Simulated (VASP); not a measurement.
```xyz
2
Lattice="3.8933 0.0000 0.0000 0.0000 3.8933 0.0000 0.0000 0.0000 3.8933" Properties=species:S:1:pos:R:3 pbc="T T T"
Tl     0.0000     0.0000     0.0000
Cl     1.9466     1.9466     1.9466
```

The numbers are results of PBE GGA, VASP's PBE PAW potentials (set 64) (plane waves; VASP 6.6.1), not measurements. Run with 400 eV cut-off, Gaussian smearing of 0.050 eV, potentials Tl_d Cl.

Unless said otherwise, spin-orbit coupling is left out, though it shifts the bands of the heavy elements here.

Q: What does the run give for the band gap (along the path) with the smallest direct gap where there is one?

A: 
The band gap (along the path) is 2.19 eV and the smallest direct gap (along the path) comes out as 2.19 eV.

The compound is TlCl in the CsCl type structure. It was relaxed first.
